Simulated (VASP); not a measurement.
MgB$_{2}$ (AlB2 type) relaxed at rising pressure, in one space group throughout; other phases were not tried. The pressures are those reached. All values below come from PBE GGA, VASP's PBE PAW potentials (set 64) (plane waves; VASP 6.6.1).

| P (GPa) | V (Å³/atom) | k-mesh |
|---|---|---|
| -0.03 | 9.612 | 11×11×9 |
| 5.14 | 9.277 | 12×12×9 |
| 10.00 | 9.021 | 12×12×9 |
| 19.98 | 8.576 | 12×12×9 |
| 29.96 | 8.214 | 12×12×9 |

A change of mesh leaves a small step in the series.

Question: Fit an equation of state and predict the volume at 44.91 GPa.

Answer: Least squares on the third-order Birch-Murnaghan form, P = (3B0/2)(y⁷ − y⁵)[1 + (3/4)(B′ − 4)(y² − 1)] with y = (V0/V)^(1/3), gives V0 = 9.606 Å³/atom, B0 = 140 GPa and B′ = 4.0, and so 7.783 Å³/atom. The run gave 7.777 Å³/atom, -0.1 % from the fit.

Pressures at which the relaxation failed are left out.

The compound is MgB2 in the AlB2 type structure.
